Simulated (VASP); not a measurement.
Here is the system:

```
CELL_PARAMETERS angstrom
     -1.99681     1.99681     5.01546
      1.99681    -1.99681     5.01546
      1.99681     1.99681    -5.01546
ATOMIC_POSITIONS crystal
  Tm 0.00000 0.00000 0.00000
  Ge 0.37998 0.37998 0.00000
  Ge 0.62002 0.62002 0.00000
  Rh 0.75000 0.25000 0.50000
  Rh 0.25000 0.75000 0.50000
```

All values below come from PBEsol GGA, VASP's PBE PAW potentials (set 64) (plane waves; VASP 6.6.1). Settings: 480 eV cut-off, 10×10×10 Γ-centred mesh, first-order Methfessel-Paxton smearing of 0.10 eV, potentials Tm_3 Ge_d Rh_pv.

The 4f electrons are frozen in the core of the lanthanide potential, so 4f levels, which can set the real gap, and their magnetism are missing.

Task: Give the force on each atom (eV/Å).

Result: 
```csv
atom,Fx,Fy,Fz
Tm1,0.000,0.000,0.000
Ge2,0.000,0.000,0.429
Ge3,0.000,0.000,-0.429
Rh4,0.000,0.000,0.000
Rh5,0.000,0.000,0.000
```

Task: Give the stress tensor in GPa (positive for a compressed cell).

Result: 
```
9.24  0.00  0.00
0.00  9.24  0.00
0.00  0.00  9.04
```
The pressure is its mean diagonal, 9.17 GPa.

The structure comes from a computed database's Rh2TmGe2 entry (I4/mmm); how it stands against other phases isn't given here. This cell was strained or had an atom moved on purpose. The electron count is odd and the run is not spin-polarised, which forces a metal.
